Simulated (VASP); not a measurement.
VASP input:

KPOINTS:
```
Automatic mesh
0
Gamma
11 11 1
0 0 0
```

POSCAR:
```
LiH
1
    2.9300020000     0.0000000000     0.0000000000
   -2.9300020000     2.9300020000     0.0000000000
    0.0000000000     0.0000000000    18.1200000000
H Li
4 4
Direct
  0.0000000000   0.5000000000   0.4437090000
  0.0000000000   0.0000000000   0.3311260000
  0.0000000000   0.5000000000   0.6688740000
  0.0000000000   0.0000000000   0.5562910000
  0.0000000000   0.0000000000   0.4437090000
  0.0000000000   0.5000000000   0.3311260000
  0.0000000000   0.0000000000   0.6688740000
  0.0000000000   0.5000000000   0.5562910000
```

INCAR:
```
# general
SYSTEM = LiH
PREC   = Accurate
ENCUT  = 400   # plane-wave cut-off (eV)
LREAL  = .FALSE.   # projection in real space or not
LASPH  = .TRUE.

# electronic loop
EDIFF  = 1E-6
NELM   = 100   # most electronic steps
ALGO   = Normal

# smearing
ISMEAR = -1   # Fermi-Dirac
SIGMA  = 0.1   # width (eV)

# functional
GGA    = PE   # PBE

# ions
ISIF   = 2   # forces and stress, cell fixed

# output
LWAVE  = .FALSE.
LCHARG = .FALSE.
```

POTCAR, in this order: H Li_sv (PBE.64 set). Program: vasp_std.

Task: Translate this PBE calculation to Ansatz.

Result: One equivalent input (not run):
Ansatz 0.2 input:
```yaml
crystal:
  lattice:
    - [2.9300020, 0.0000000, 0.0000000]
    - [-2.9300020, 2.9300020, 0.0000000]
    - [0.0000000, 0.0000000, 18.1200000]
  atoms:
    - { symbol: H, position: [0.0000000, 0.5000000, 0.4437090] }
    - { symbol: H, position: [0.0000000, 0.0000000, 0.3311260] }
    - { symbol: H, position: [0.0000000, 0.5000000, 0.6688740] }
    - { symbol: H, position: [0.0000000, 0.0000000, 0.5562910] }
    - { symbol: Li, position: [0.0000000, 0.0000000, 0.4437090] }
    - { symbol: Li, position: [0.0000000, 0.5000000, 0.3311260] }
    - { symbol: Li, position: [0.0000000, 0.0000000, 0.6688740] }
    - { symbol: Li, position: [0.0000000, 0.5000000, 0.5562910] }
kpoints:
  mp_grid: { grid: [11, 11, 1] }
hamiltonian:
  xc: pbe
  pseudopotentials: { kind: paw }
scf:
  occupations: { method: fermi_dirac, width: 0.1 }
  max_iter: 100
output: { forces: true, stress: true, eigenvalues: true }
```
The two are equivalent in intent, not identical: each code has its own PAW files, so the cut-off isn't converted (ENCUT is set for VASP's; basis.ecutwfc is left out, and Ansatz then takes the one that its files recommend); Ansatz stops its SCF on the density residual and VASP on the energy change (EDIFF).

The cell is a sheet with vacuum, built from a generated structure.
